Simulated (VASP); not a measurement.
Set up this calculation in VASP 6.6.1, as the native input.

```yaml
Task: single point
Functional: r2SCAN
Potentials_or_basis: VASP PAW PBE potentials, release 64 (H, La, Rh_pv)
Cutoff: 520 eV
k_mesh: 9 × 9 × 9
Occupations: fermi-dirac, width 0.1 eV
Spin: no spin polarisation
Dipole_correction: no
Further_INCAR_settings: ALGO = Normal; EDIFF = 1e-06; NBANDS = 22
```

Crystal: LaH3Rh.

```
H La Rh
1.0
     3.71747    0.00000    0.00000
     0.00000    3.71747    0.00000
     0.00000    0.00000    3.71747
H La Rh
3 1 1
Cartesian
  1.8587 0.0000 0.0000
  0.0000 1.8587 0.0000
  0.0000 0.0000 1.8587
  1.8587 1.8587 1.8587
  0.0000 0.0000 0.0000
```

The cell was built by a generator and needn't be a form met in nature.

One way to write it, as run:

POSCAR

```
LaH3Rh
1.0
    3.7174674800      0.0000000000      0.0000000000
    0.0000000000      3.7174674800      0.0000000000
    0.0000000000      0.0000000000      3.7174674800
H La Rh
3 1 1
Direct
    0.5000000000      0.0000000000      0.0000000000
    0.0000000000      0.5000000000      0.0000000000
    0.0000000000      0.0000000000      0.5000000000
    0.5000000000      0.5000000000      0.5000000000
    0.0000000000      0.0000000000      0.0000000000
```

INCAR.step1

```
PREC = Accurate ; ENCUT = 520
ISMEAR = -1 ; SIGMA = 0.1
LREAL = F ; LASPH = T
NELM = 100 ; NBANDS = 22
GGA = PE ; ALGO = Normal
EDIFF = 1E-4 ; LWAVE = T
LCHARG = F
```

INCAR.step2

```
PREC = Accurate ; ENCUT = 520
EDIFF = 1E-6 ; ISMEAR = -1
SIGMA = 0.1 ; LREAL = F
LASPH = T ; NELM = 100
ALGO = Normal ; ISIF = 2
LWAVE = F ; LCHARG = F
METAGGA = R2SCAN ; LMIXTAU = T
NBANDS = 22 ; ISTART = 1
```

KPOINTS

```
Automatic mesh
0
Gamma
  9 9 9
```

Potentials or basis: VASP PAW PBE potentials, release 64 (H, La, Rh_pv).

Run with:

```sh
$ cat potpaw_PBE.64/H/POTCAR potpaw_PBE.64/La/POTCAR potpaw_PBE.64/Rh_pv/POTCAR > POTCAR
$ cp INCAR.step1 INCAR
$ mpirun -np 1 vasp_std > vasp.out
$ cp INCAR.step2 INCAR
$ mpirun -np 1 vasp_std > vasp.out
```

It gave:

```
Pressure               : 7.1 GPa
Band gap on the k mesh : none (metal or under the smearing width)
```

Caveat: the PAW data sets were made with another functional, which shifts forces and pressure a little.

Wall time 2.1 min on 1 thread of Intel(R) Xeon(R) Platinum 8259CL CPU @ 2.50GHz (Skylake/Cascade Lake), with other jobs on the host, peak memory 0.21 GiB.
